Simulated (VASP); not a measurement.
Calculation: PBEsol GGA, VASP's PBE PAW potentials (set 64) (plane waves; VASP 6.6.1).

Input for VASP

### INCAR
```
# general
SYSTEM =InP
PREC   =Accurate
ENCUT  =300
LREAL  =.FALSE.
LASPH  =.TRUE.

# electronic loop
EDIFF  =1E-6
NELM   =100
ALGO   =Normal
LMAXMIX=4

# smearing
ISMEAR =-1
SIGMA  =0.02

# functional
GGA    =PS

# ions
ISIF   =2

# output
LWAVE  =.FALSE.
LCHARG =.FALSE.
```

POSCAR:
```
InP
1.0
  0.0000000000   2.9350000000   2.9350000000
  2.9350000000   0.0000000000   2.9350000000
  2.9350000000   2.9350000000   0.0000000000
In P
1 1
Direct
  0.0000000000   0.0000000000   0.0000000000
  0.2500000000   0.2500000000   0.2500000000
```

KPOINTS:
```
Automatic mesh
0
Gamma
 7 7 7
```

POTCAR, in this order: In_d P (PBE.64 set). Program: vasp_std.

Unless said otherwise, spin-orbit coupling is left out, though it shifts the bands of the heavy elements here.

Q: What does the run give for the energy per atom (σ→0), band gap (on the k-mesh)?

A: 
The energy per atom (σ→0) comes out as -4.574 eV/atom and the band gap (on the k-mesh) is 0.59 eV.

### OSZICAR
```
...
DAV:   7    -0.915110725071E+01    0.34401E-01   -0.16686E-01   723   0.394E+00    0.112E+00
DAV:   8    -0.914827100116E+01    0.28362E-02   -0.14766E-02   673   0.170E+00    0.364E-01
DAV:   9    -0.914846204771E+01   -0.19105E-03   -0.16149E-03   664   0.590E-01    0.180E-01
DAV:  10    -0.914847974278E+01   -0.17695E-04   -0.15033E-04   719   0.107E-01    0.118E-01
DAV:  11    -0.914850013454E+01   -0.20392E-04   -0.21677E-05   608   0.493E-02    0.222E-02
DAV:  12    -0.914850119185E+01   -0.10573E-05   -0.13127E-05   640   0.762E-02    0.165E-02
DAV:  13    -0.914850117810E+01    0.13749E-07   -0.78116E-07   335   0.821E-03
   1 F= -.91485012E+01 E0= -.91485012E+01  d E =-.272155E-08
```

The structure is a typed InP crystal (F-43m). The cell was not relaxed at this level. The run is one of a series of settings (GGA = PS, POTCAR In_d P (PBE.64 set) against the base run), some of them coarse on purpose.
